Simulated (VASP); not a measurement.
Consider the following.

```
MgH2
1.0
    4.47669     0.00000     0.00000
    0.00000     4.47669     0.00000
    0.00000     0.00000     2.99254
Mg H
2 4
Direct
  0.49930   0.49708   0.50044
  0.99425   0.99537   0.00735
  0.69172   0.69710   0.00132
  0.30528   0.30675   0.99648
  0.80630   0.20126   0.50431
  0.20317   0.80244   0.49010
```

All values below come from LDA (Ceperley-Alder, Perdew-Zunger), VASP's LDA PAW potentials (set 64) (plane waves; VASP). Run with EDIFF = 1E-03, 300 eV cut-off, 4×4×4 Γ-centred mesh, Gaussian smearing of 0.010 eV, potentials Mg H.

At this cut-off the stress carries a Pulay error, which pulls relaxed volumes low.  Energy and stress use the plane-wave basis of the starting cell.

Task: The ions, cell shape and volume are relaxed. Give the cell that the relaxation ends in.

Result: 
```
MgH2
1.0
    4.37667    -0.00067    -0.00116
   -0.00067     4.37316     0.00220
   -0.00085     0.00160     2.95438
Mg H
2 4
Cartesian
  2.18717   2.18590   1.47780
  4.37514   4.37314   2.95515
  3.03909   3.04599   2.95462
  1.33376   1.32823   0.00094
  3.52457   0.85949   1.47482
  0.85333   3.51656   1.48062
```
Space group P4_2/mnm (136), at a tolerance of 0.03 Å.

Task: How do energy and volume change from the first to the last step?

Result: The energy (σ→0) changes by -8.2 meV/atom and the volume by -5.7 %, in 16 ionic steps.

The structure comes from a computed database's MgH2 entry; how it stands against other phases isn't given here. In the starting cell atoms are displaced from their ideal sites. This run relaxes it. The k-mesh is coarse (spacing up to 0.53 per Å, 2π included), so the numbers may not be converged in it. The run is one of a series of settings (EDIFF = 1E-03, EDIFFG = -0.01, GGA removed, IBRION = 2, ISIF = 3, NSW = 50, KPOINTS 4×4×4 Γ-centred mesh, POTCAR Mg H (LDA.64 set) against the base run), some of them coarse on purpose.
